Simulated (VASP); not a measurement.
# Shielding tensors and field gradients of C (Diamond), part 3 of 3

Wanted: the shieldings and field gradients at the nuclei of C (Diamond). The cell has space group Fd-3m. The start is a cell from a database of measured crystal structures.

VASP 6.6.1, plane waves and PAW; the level of theory is named at each step.

So far. Step 2 (Ground state): The cell has a gap of 4.15 eV on this mesh and a pressure of +2.5 GPa, which holds the misfit of the given cell and coordinates with this functional, and any error of cutoff, mesh and data sets.

## (4) Another functional, PAW release LDA 64

This step: chemical shifts by linear response (GIPAW), LDA; plane waves and PAW (C) (VASP 6.6.1).

The functional is changed, to see how much the shieldings depend on it.

INCAR reads:

```
SYSTEM = C
PREC = Accurate
ENCUT = 560
EDIFF = 1E-09
NELM = 100
ISMEAR = 0
SIGMA = 0.01
LREAL = .FALSE.
ALGO = Normal
GGA = CA
NBANDS = 10
LWAVE = .FALSE.
LCHARG = .FALSE.
KPAR = 2
LCHIMAG = .TRUE.
LEFG = .TRUE.
DQ = 0.001
ICHIBARE = 1
LNMR_SYM_RED = .TRUE.
```

POSCAR reads:

```
C
1.0
    0.0000000000      1.7833700000      1.7833700000
    1.7833700000      0.0000000000      1.7833700000
    1.7833700000      1.7833700000      0.0000000000
C
2
Direct
    0.7500000000      0.7500000000      0.7500000000
    0.5000000000      0.5000000000      0.5000000000
```

KPOINTS reads:

```
Automatic mesh
0
Gamma
10 10 10
0 0 0
```

The projector-augmented-wave data sets are C (LDA family, release 64).

Launch:

```sh
mpirun -np 2 vasp_std
```

Output:

```text
[banner, memory and clock lines left out]
running    2 mpi-ranks, on    1 nodes
 distrk:  each k-point on    1 cores,    2 groups
 distr:  one band on    1 cores,    1 groups

 POSCAR found type information on POSCAR C
 POSCAR found :  1 types and       2 ions
 LDA part: xc-table for (Slater(with rela. corr.)+CA(PZ))
 , standard interpolation
 POSCAR, INCAR and KPOINTS ok, starting setup
 FFT: planning ... GRIDC
 FFT: planning ... GRID_SOFT
 FFT: planning ... GRID
 WAVECAR not read
 entering main loop
       N       E                     dE             d eps       ncg     rms          rms(c)
DAV:   1    -0.422481808833E+00   -0.42248E+00   -0.49978E+03   996   0.818E+02
DAV:   2    -0.206986584817E+02   -0.20276E+02   -0.19799E+02  1334   0.136E+02
DAV:   3    -0.210381298856E+02   -0.33947E+00   -0.33869E+00  1110   0.138E+01
DAV:   4    -0.210388941778E+02   -0.76429E-03   -0.76426E-03  1034   0.769E-01
DAV:   5    -0.210388952475E+02   -0.10697E-05   -0.10697E-05  1066   0.280E-02    0.567E+00
DAV:   6    -0.204453088951E+02    0.59359E+00   -0.33972E-01   988   0.428E+00    0.329E+00
DAV:   7    -0.202379151549E+02    0.20739E+00   -0.40069E-01  1026   0.466E+00    0.709E-01
DAV:   8    -0.202376815717E+02    0.23358E-03   -0.86430E-03   998   0.829E-01    0.257E-02
DAV:   9    -0.202376706352E+02    0.10937E-04   -0.32277E-05  1026   0.485E-02    0.190E-02
DAV:  10    -0.202376721081E+02   -0.14728E-05   -0.17976E-06  1034   0.120E-02    0.436E-03
DAV:  11    -0.202376720405E+02    0.67506E-07   -0.60768E-08  1078   0.201E-03    0.761E-04
DAV:  12    -0.202376720316E+02    0.89253E-08   -0.16121E-09  1052   0.387E-04    0.133E-04
DAV:  13    -0.202376720300E+02    0.16593E-08   -0.21362E-11   532   0.415E-05    0.141E-05
DAV:  14    -0.202376720295E+02    0.44236E-09   -0.61707E-13   498   0.819E-06
ion   1
     0.0000000     0.0000000    -0.0000000     0.0000000     0.0000000     0.0000000
     0.0000266     0.0000000    -0.0000000     0.0000000     0.0000000     0.0000000
     0.0000367     0.0000000    -0.0000000     0.0000000     0.0000000     0.0000000
     0.0000505     0.0000000    -0.0000000     0.0000000     0.0000000     0.0000000
     0.0000695     0.0000000    -0.0000000     0.0000000     0.0000000     0.0000000

     0.0000000     0.0000000    -0.0000000     0.0000000     0.0000000     0.0000000
     0.0000266     0.0000000    -0.0000000     0.0000000     0.0000000     0.0000000
     0.0000367     0.0000000    -0.0000000     0.0000000     0.0000000     0.0000000
     0.0000505     0.0000000    -0.0000000     0.0000000     0.0000000     0.0000000
     0.0000695     0.0000000    -0.0000000     0.0000000     0.0000000     0.0000000

ion   2
     0.0000000     0.0000000    -0.0000000    -0.0000000     0.0000000     0.0000000
     0.0000266     0.0000000    -0.0000000    -0.0000000     0.0000000     0.0000000
     0.0000367     0.0000000    -0.0000000    -0.0000000     0.0000000     0.0000000
     0.0000505     0.0000000    -0.0000000    -0.0000000     0.0000000     0.0000000
     0.0000695     0.0000000    -0.0000000    -0.0000000     0.0000000     0.0000000

     0.0000000     0.0000000    -0.0000000    -0.0000000     0.0000000     0.0000000
     0.0000266     0.0000000    -0.0000000    -0.0000000     0.0000000     0.0000000
     0.0000367     0.0000000    -0.0000000    -0.0000000     0.0000000     0.0000000
     0.0000505     0.0000000    -0.0000000    -0.0000000     0.0000000     0.0000000
     0.0000695     0.0000000    -0.0000000    -0.0000000     0.0000000     0.0000000

   1 F= -.20237672E+02 E0= -.20237672E+02  d E =0.000000E+00
DAV:   1     0.657651362453E+01    0.65765E+01    0.00000E+00     0   0.000E+00
DAV:   2     0.657651362453E+01    0.00000E+00    0.00000E+00     0   0.000E+00
BDIR= 1  IDIR= 2  IQ= -1
DAV:   1     0.131617923749E+02    0.13162E+02   -0.12063E-02   984   0.483E-01
DAV:   2     0.131617803489E+02   -0.12026E-04   -0.12026E-04  1064   0.105E-01
DAV:   3     0.131617803421E+02   -0.67393E-08   -0.67407E-08  1182   0.310E-03
DAV:   4     0.131617803422E+02    0.30507E-10   -0.32909E-11   994   0.439E-05
       N       E                     dE             d eps       ncg     rms
RMM:   1    -0.217338475480E+02   -0.21734E+02   -0.41030E+01  1959   0.303E+01
RMM:   2    -0.221725383290E+02   -0.43869E+00   -0.40563E-01  2154   0.409E+00
RMM:   3    -0.221833427786E+02   -0.10804E-01   -0.12645E-02  2209   0.491E-01
RMM:   4    -0.221837411102E+02   -0.39833E-03   -0.71894E-04  2204   0.946E-02
RMM:   5    -0.221837750546E+02   -0.33944E-04   -0.51451E-05  2219   0.170E-02
RMM:   6    -0.221837777177E+02   -0.26630E-05   -0.71732E-06  2192   0.412E-03
RMM:   7    -0.221837778757E+02   -0.15798E-06   -0.14916E-07  2039   0.766E-04
RMM:   8    -0.221837778825E+02   -0.68103E-08   -0.12011E-08  1812   0.201E-04
RMM:   9    -0.221837778832E+02   -0.71641E-09   -0.10206E-09  1729   0.641E-05
BDIR= 1  IDIR= 2  IQ=  0
DAV:   1     0.131530277796E+02    0.13153E+02    0.37276E-13   494   0.277E-06
DAV:   2     0.131530277796E+02    0.75318E-12   -0.10971E-13   490   0.812E-07
       N       E                     dE             d eps       ncg     rms
RMM:   1    -0.217691939364E+02   -0.21769E+02   -0.41183E+01  1957   0.303E+01
RMM:   2    -0.222106623686E+02   -0.44147E+00   -0.40642E-01  2157   0.409E+00
RMM:   3    -0.222214722214E+02   -0.10810E-01   -0.12667E-02  2181   0.491E-01
RMM:   4    -0.222218703193E+02   -0.39810E-03   -0.71647E-04  2169   0.945E-02
RMM:   5    -0.222219041342E+02   -0.33815E-04   -0.51123E-05  2187   0.168E-02
RMM:   6    -0.222219067848E+02   -0.26506E-05   -0.71445E-06  2154   0.407E-03
RMM:   7    -0.222219069401E+02   -0.15535E-06   -0.14488E-07  1982   0.745E-04
RMM:   8    -0.222219069467E+02   -0.65830E-08   -0.11566E-08  1726   0.195E-04
RMM:   9    -0.222219069474E+02   -0.68810E-09   -0.97775E-10  1640   0.626E-05
BDIR= 1  IDIR= 2  IQ=  1
DAV:   1     0.131440022171E+02    0.13144E+02   -0.12044E-02   988   0.483E-01
DAV:   2     0.131439901859E+02   -0.12031E-04   -0.12031E-04  1050   0.105E-01
DAV:   3     0.131439901794E+02   -0.65139E-08   -0.64922E-08  1200   0.310E-03
DAV:   4     0.131439901794E+02    0.16229E-10   -0.30813E-11  1020   0.416E-05
       N       E                     dE             d eps       ncg     rms
RMM:   1    -0.218050096656E+02   -0.21805E+02   -0.41338E+01  1960   0.304E+01
RMM:   2    -0.222492676913E+02   -0.44426E+00   -0.40720E-01  2156   0.410E+00
RMM:   3    -0.222600818429E+02   -0.10814E-01   -0.12692E-02  2206   0.492E-01
RMM:   4    -0.222604796518E+02   -0.39781E-03   -0.71429E-04  2193   0.947E-02
RMM:   5    -0.222605133437E+02   -0.33692E-04   -0.50809E-05  2209   0.169E-02
[...]
RLQ:   1    -0.684260260771E-01   -0.68426E-01   -0.14439E-01  1668   0.241E+00
RLQ:   2    -0.719866959422E-01   -0.35607E-02   -0.65620E-03  1990   0.477E-01
RLQ:   3    -0.720831469196E-01   -0.96451E-04   -0.83900E-05  2029   0.437E-02
RLQ:   4    -0.720852784216E-01   -0.21315E-05   -0.27637E-06  1994   0.691E-03
RLQ:   5    -0.720853870461E-01   -0.10862E-06   -0.13513E-07  1946   0.120E-03
RLQ:   6    -0.720853923331E-01   -0.52870E-08   -0.95088E-09  1766   0.251E-04
RLQ:   7    -0.720853928031E-01   -0.47002E-09   -0.44936E-10  1532   0.622E-05
BDIR= 3  IDIR= 1  IQ= -1
DAV:   1     0.131723324680E+02    0.13172E+02   -0.11707E-02   988   0.488E-01
DAV:   2     0.131723193849E+02   -0.13083E-04   -0.13083E-04  1058   0.107E-01
DAV:   3     0.131723193776E+02   -0.72347E-08   -0.72310E-08  1212   0.320E-03
DAV:   4     0.131723193776E+02   -0.10655E-10   -0.29570E-11  1038   0.416E-05
       N       E                     dE             d eps       ncg     rms
RMM:   1    -0.317120183838E+02   -0.31712E+02   -0.73089E+01  2006   0.340E+01
RMM:   2    -0.326700501109E+02   -0.95803E+00   -0.69003E-01  2140   0.552E+00
RMM:   3    -0.326885771782E+02   -0.18527E-01   -0.27125E-02  2204   0.670E-01
RMM:   4    -0.326894054969E+02   -0.82832E-03   -0.11585E-03  2217   0.135E-01
RMM:   5    -0.326894492727E+02   -0.43776E-04   -0.70090E-05  2230   0.243E-02
RMM:   6    -0.326894518049E+02   -0.25323E-05   -0.38754E-06  2208   0.553E-03
RMM:   7    -0.326894519961E+02   -0.19116E-06   -0.28407E-07  2071   0.119E-03
RMM:   8    -0.326894520091E+02   -0.12980E-07   -0.19980E-08  1885   0.301E-04
RMM:   9    -0.326894520103E+02   -0.11887E-08   -0.18545E-09  1797   0.874E-05
RMM:  10    -0.326894520103E+02   -0.90395E-10   -0.13602E-10  1698   0.409E-05
BDIR= 3  IDIR= 1  IQ=  0
DAV:   1     0.131530277796E+02    0.13153E+02    0.36581E-13   494   0.277E-06
DAV:   2     0.131530277796E+02    0.41892E-10    0.47296E-15   490   0.812E-07
       N       E                     dE             d eps       ncg     rms
RMM:   1    -0.317298710147E+02   -0.31730E+02   -0.73102E+01  2004   0.340E+01
RMM:   2    -0.326889367928E+02   -0.95907E+00   -0.69081E-01  2142   0.552E+00
RMM:   3    -0.327075281794E+02   -0.18591E-01   -0.27208E-02  2166   0.670E-01
RMM:   4    -0.327083602832E+02   -0.83210E-03   -0.11640E-03  2171   0.135E-01
RMM:   5    -0.327084042442E+02   -0.43961E-04   -0.70002E-05  2172   0.243E-02
RMM:   6    -0.327084067760E+02   -0.25318E-05   -0.38864E-06  2163   0.553E-03
RMM:   7    -0.327084069674E+02   -0.19137E-06   -0.28293E-07  1985   0.119E-03
RMM:   8    -0.327084069803E+02   -0.12896E-07   -0.19857E-08  1794   0.301E-04
RMM:   9    -0.327084069814E+02   -0.11774E-08   -0.18275E-09  1692   0.871E-05
RMM:  10    -0.327084069815E+02   -0.88939E-10   -0.13321E-10  1594   0.408E-05
BDIR= 3  IDIR= 1  IQ=  1
DAV:   1     0.131335062908E+02    0.13134E+02   -0.11692E-02   992   0.488E-01
DAV:   2     0.131334932777E+02   -0.13013E-04   -0.13013E-04  1058   0.107E-01
DAV:   3     0.131334932701E+02   -0.76041E-08   -0.76138E-08  1192   0.322E-03
DAV:   4     0.131334932701E+02   -0.35039E-10   -0.35569E-11  1026   0.457E-05
       N       E                     dE             d eps       ncg     rms
RMM:   1    -0.317467781035E+02   -0.31747E+02   -0.73106E+01  2009   0.340E+01
RMM:   2    -0.327067020918E+02   -0.95992E+00   -0.69145E-01  2143   0.552E+00
RMM:   3    -0.327253496107E+02   -0.18648E-01   -0.27278E-02  2205   0.670E-01
RMM:   4    -0.327261850224E+02   -0.83541E-03   -0.11689E-03  2223   0.135E-01
RMM:   5    -0.327262291403E+02   -0.44118E-04   -0.69881E-05  2226   0.243E-02
RMM:   6    -0.327262316709E+02   -0.25305E-05   -0.38944E-06  2205   0.553E-03
RMM:   7    -0.327262318623E+02   -0.19146E-06   -0.28178E-07  2064   0.119E-03
RMM:   8    -0.327262318751E+02   -0.12809E-07   -0.19729E-08  1882   0.301E-04
RMM:   9    -0.327262318763E+02   -0.11644E-08   -0.17882E-09  1799   0.871E-05
RMM:  10    -0.327262318764E+02   -0.88704E-10   -0.13281E-10  1697   0.412E-05
BDIR= 3  IDIR= 2  IQ= -1
DAV:   1     0.131617923748E+02    0.13162E+02   -0.12063E-02   984   0.483E-01
DAV:   2     0.131617803488E+02   -0.12026E-04   -0.12026E-04  1064   0.105E-01
DAV:   3     0.131617803421E+02   -0.67073E-08   -0.67407E-08  1182   0.310E-03
DAV:   4     0.131617803421E+02    0.11777E-10   -0.32977E-11   994   0.439E-05
       N       E                     dE             d eps       ncg     rms
RMM:   1    -0.313510286249E+02   -0.31351E+02   -0.73876E+01  1965   0.340E+01
RMM:   2    -0.322403774321E+02   -0.88935E+00   -0.68621E-01  2136   0.531E+00
RMM:   3    -0.322590924785E+02   -0.18715E-01   -0.26317E-02  2194   0.647E-01
RMM:   4    -0.322599079894E+02   -0.81551E-03   -0.11799E-03  2205   0.133E-01
RMM:   5    -0.322599525964E+02   -0.44607E-04   -0.67851E-05  2209   0.237E-02
RMM:   6    -0.322599550644E+02   -0.24680E-05   -0.39056E-06  2187   0.548E-03
RMM:   7    -0.322599552577E+02   -0.19334E-06   -0.26949E-07  2051   0.115E-03
RMM:   8    -0.322599552702E+02   -0.12418E-07   -0.19574E-08  1855   0.292E-04
RMM:   9    -0.322599552713E+02   -0.11689E-08   -0.17024E-09  1757   0.821E-05
RMM:  10    -0.322599552714E+02   -0.84583E-10   -0.12740E-10  1659   0.389E-05
BDIR= 3  IDIR= 2  IQ=  0
DAV:   1     0.131530277796E+02    0.13153E+02    0.40143E-13   494   0.277E-06
DAV:   2     0.131530277796E+02   -0.19726E-10   -0.10429E-13   490   0.812E-07
       N       E                     dE             d eps       ncg     rms
RMM:   1    -0.312650358877E+02   -0.31265E+02   -0.73543E+01  1960   0.340E+01
RMM:   2    -0.321495596672E+02   -0.88452E+00   -0.68325E-01  2135   0.530E+00
RMM:   3    -0.321681622000E+02   -0.18603E-01   -0.26153E-02  2155   0.645E-01
RMM:   4    -0.321689712059E+02   -0.80901E-03   -0.11702E-03  2155   0.133E-01
RMM:   5    -0.321690154021E+02   -0.44196E-04   -0.67307E-05  2158   0.236E-02
RMM:   6    -0.321690178560E+02   -0.24539E-05   -0.38766E-06  2150   0.546E-03
RMM:   7    -0.321690180481E+02   -0.19208E-06   -0.26864E-07  1977   0.114E-03
RMM:   8    -0.321690180605E+02   -0.12395E-07   -0.19536E-08  1776   0.292E-04
RMM:   9    -0.321690180616E+02   -0.11680E-08   -0.17072E-09  1670   0.822E-05
RMM:  10    -0.321690180617E+02   -0.84825E-10   -0.12806E-10  1582   0.390E-05
BDIR= 3  IDIR= 2  IQ=  1
DAV:   1     0.131440022171E+02    0.13144E+02   -0.12044E-02   988   0.483E-01
DAV:   2     0.131439901859E+02   -0.12031E-04   -0.12031E-04  1050   0.105E-01
DAV:   3     0.131439901794E+02   -0.64872E-08   -0.64922E-08  1200   0.310E-03
DAV:   4     0.131439901794E+02    0.36849E-10   -0.30579E-11  1020   0.416E-05
       N       E                     dE             d eps       ncg     rms
RMM:   1    -0.311786575863E+02   -0.31179E+02   -0.73206E+01  1961   0.340E+01
RMM:   2    -0.320583153451E+02   -0.87966E+00   -0.68027E-01  2135   0.529E+00
RMM:   3    -0.320768060760E+02   -0.18491E-01   -0.25990E-02  2193   0.644E-01
RMM:   4    -0.320776089506E+02   -0.80287E-03   -0.11616E-03  2200   0.132E-01
RMM:   5    -0.320776525174E+02   -0.43567E-04   -0.64234E-05  2206   0.235E-02
RMM:   6    -0.320776552036E+02   -0.26862E-05   -0.42160E-06  2186   0.555E-03
RMM:   7    -0.320776554214E+02   -0.21784E-06   -0.37029E-07  2050   0.119E-03
RMM:   8    -0.320776554349E+02   -0.13476E-07   -0.20169E-08  1854   0.294E-04
RMM:   9    -0.320776554361E+02   -0.11770E-08   -0.17281E-09  1759   0.820E-05
RMM:  10    -0.320776554362E+02   -0.85706E-10   -0.12978E-10  1662   0.386E-05
       N       E                     dE             d eps       ncg     rms
RLQ:   1    -0.922486903951E-01   -0.92249E-01   -0.24312E-01  1436   0.260E+00
RLQ:   2    -0.956582090974E-01   -0.34095E-02   -0.49140E-03  1712   0.349E-01
RLQ:   3    -0.957356493881E-01   -0.77440E-04   -0.11474E-04  1799   0.326E-02
RLQ:   4    -0.957380881509E-01   -0.24388E-05   -0.28718E-06  1697   0.539E-03
RLQ:   5    -0.957381925539E-01   -0.10440E-06   -0.15090E-07  1496   0.886E-04
RLQ:   6    -0.957381977925E-01   -0.52386E-08   -0.92896E-09  1361   0.209E-04
RLQ:   7    -0.957381982443E-01   -0.45181E-09   -0.41977E-10  1210   0.544E-05
```

It took 36 s on 2 MPI ranks of Intel Xeon 6975P-C (Granite Rapids), shared host; peak memory 0.26 GiB.

OUTCAR, selected parts (step 4):

```text
 Found     47 irreducible k-points:

   NELECT =       8.0000    total number of electrons

  Total       -0.8516671     -0.8516671     -0.8516671      0.0000000      0.0000000     -0.0000000
  in kB     -120.2890459   -120.2890459   -120.2890459      0.0000000      0.0000000     -0.0000000
  external PRESSURE =    -120.2890459 kB  Pullay stress =       0.0000000 kB

  ORBITAL MAGNETIC SUSCEPTIBILITY, excluding core contribution
 -------------------------------------------------------------
  Approximate magnetic susceptibility, pGv (10^-6 cm^3/mole)
     1        -10.123308          0.000000         -0.000000
     2         -0.000000        -10.123308          0.000000
     3          0.000000         -0.000000        -10.123308
 -------------------------------------------------------------
  Approximate magnetic susceptibility, vGv (10^-6 cm^3/mole)
     1        -11.147382          0.000000          0.000000
     2          0.000000        -11.147382          0.000000
     3          0.000000          0.000000        -11.147382

  BDIR labels direction of applied magnetic field (i.e. B0)
  For BDIR==1, B0 along x-axis, etc.
  Induced field listed along cartesian directions for each BDIR
 ------------------------------------------------------------------------------------------
                 EXCLUDING G=0 CONTRIBUTION              INCLUDING G=0 CONTRIBUTION
 ------------------------------------------------------------------------------------------
  ion  BDIR            X           Y           Z                X           Y           Z
          (   iso_shield        span        skew ) (   iso_shield        span        skew )
 ------------------------------------------------------------------------------------------
    1     1     121.0670     -0.0000      0.0000         133.8721     -0.0000      0.0000
          2       0.0000    121.0670      0.0000           0.0000    133.8721      0.0000
          3       0.0000      0.0000    121.0670           0.0000      0.0000    133.8721
          (     121.0670      0.0000      0.0000 ) (     133.8721      0.0000      0.0000 )

    2     1     121.0670     -0.0000      0.0000         133.8721     -0.0000      0.0000
          2       0.0000    121.0670     -0.0000           0.0000    133.8721     -0.0000
          3       0.0000      0.0000    121.0670           0.0000      0.0000    133.8721
          (     121.0670      0.0000      0.0000 ) (     133.8721      0.0000      0.0000 )
 ------------------------------------------------------------------------------------------

[... 12 parts as in an earlier step ...]

[... 1 further part left out ...]
```

Numbers from this step:

```
free energy (TOTEN)            : -20.24 eV
Fermi energy                   : 9.923 eV
pressure                       : -12.03 GPa
gap on the k-mesh              : 4.134 eV
least direct gap on the k-mesh : 5.543 eV
```

Valence and core; the G = 0 term is that of a spherical sample. NMR shielding, by row:

| atom | isotropic shielding (ppm) | span (ppm) | skew | isotropic shielding without the G = 0 term (ppm) |
| --- | --- | --- | --- | --- |
| C1 | 133.9 | 0 | - | 121.1 |
| C2 | 133.9 | 0 | - | 121.1 |

Ordered as |Vzz| ≥ |Vxx| ≥ |Vyy|, the program's way. Electric field gradients, by row:

```
atom  Vxx (V/Å²)  Vyy (V/Å²)  Vzz (V/Å²)  asymmetry
  C1           0           0           0          -
  C2           0           0           0          -
```

Against the first shielding run the largest change is -1.7 ppm, on C1.

## (5) Summary

This step: chemical shifts by linear response (GIPAW), PBE, LDA; plane waves and PAW (VASP 6.6.1).

Derived from the runs above.

Isotropic shieldings. Cost is wall time times ranks on a shared host. Shieldings by setting:

| run | ENCUT (eV) | k mesh | C1, Wyckoff letter a (ppm) | cost (core minutes) |
| --- | --- | --- | --- | --- |
| first shielding run | 560 | 10x10x10 | 135.5 | 1.2 |
| another functional | 560 | 10x10x10 | 133.9 | 1.2 |

## (6) Outcome

```yaml
c_isotropic_shielding: 135.5 ppm
```

In words: At PBE, in the first shielding run, the isotropic shieldings are C 135.5 ppm. In the first shielding run all tensors are isotropic to 0.5 ppm, as the cubic site symmetry asks. In the undistorted cell the field gradients vanish by symmetry; what its table shows is numerical noise. Against the first shielding run, the one with another functional moves the shieldings by at most 1.7 ppm. Shifts were not obtained, since a shift is the shielding of a reference compound, computed alike, less these values. The G = 0 term is the part set by the sample's shape, taken here for a sphere. No finer mesh was run, so convergence in it isn't shown. VASP's guide advises LASPH and NLSPLINE for shieldings, which this input doesn't set; the effect wasn't tested. The cell has space group Fd-3m.

[Lines on the potential files, build, host, timing and source positions are cut from VASP's logs without a mark.]

[Logs are printed without paths, hosts, clocks, repeated set-up lines and the standing remarks that a program may print on its own settings, such as how far it seeks lower states.]

[Hosts, paths, dates, database ids (printed as entryN), source tags and the programs' standing remarks are cut or masked in the printed files.]
